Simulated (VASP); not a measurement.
Elastic constants (GPa) of a crystal from PBE GGA, VASP's PBE PAW potentials (set 64) (VASP 6.6.1):

|  | xx | yy | zz | yz | xz | xy |
|---|---|---|---|---|---|---|
| xx | 188.3 | 107.2 | 92.6 | 0.0 | 0.0 | 0.0 |
| yy | 107.2 | 188.3 | 92.6 | 0.0 | 0.0 | 0.0 |
| zz | 92.6 | 92.6 | 200.3 | 0.0 | 0.0 | 0.0 |
| yz | 0.0 | 0.0 | 0.0 | 37.0 | 0.0 | 0.0 |
| xz | 0.0 | 0.0 | 0.0 | 0.0 | 37.0 | 0.0 |
| xy | 0.0 | 0.0 | 0.0 | 0.0 | 0.0 | 40.5 |

### Question
Work out the Voigt, Reuss and Hill moduli, Young's modulus and Poisson's ratio.

### Answer
All eigenvalues are positive (smallest 37.0 GPa), so the crystal is stable. K_V = (C11+C22+C33+2(C12+C13+C23))/9 = (576.9 + 2×292.4)/9 = 129.1 GPa; G_V = (576.9 − 292.4 + 3×114.5)/15 = 41.9 GPa. From the compliances, K_R = 129.1 GPa and G_R = 41.0 GPa. Hill: K = 129.1 GPa, G = 41.5 GPa, E = 9KG/(3K+G) = 112.3 GPa, ν = (3K−2G)/(2(3K+G)) = 0.355. K/G = 3.11, above Pugh's 1.75; universal anisotropy A^U = 0.10.

### Question
With a density of 5.45 g/cm³, what are the mean sound speeds?

### Answer
v_l = √((K+4G/3)/ρ) = 5.82 km/s and v_t = √(G/ρ) = 2.76 km/s. The crystal is ZnO (wurtzite), hexagonal.

The compound is ZnO in the wurtzite structure. It was relaxed first.
